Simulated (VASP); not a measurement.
Energy against volume of KMgF$_{3}$ (cubic perovskite). These are PBEsol GGA, VASP's PBE PAW potentials (set 64) (plane waves; VASP) values and carry that method's errors.

| V (Å³/atom) | E (eV/atom) |
|---|---|
| 11.900 | -5.03927 |
| 12.279 | -5.04903 |
| 12.659 | -5.05257 |
| 13.039 | -5.05075 |
| 13.419 | -5.04446 |

Fit a third-order Birch-Murnaghan equation of state.

```yaml
volume_per_atom: 12.71 Å³/atom
bulk_modulus: 73.2 GPa
pressure_derivative_of_the_bulk_modulus: 4.43
lattice_constant_a: 3.991 Å
```

The compound is KMgF3 in the cubic perovskite structure. It was relaxed first.
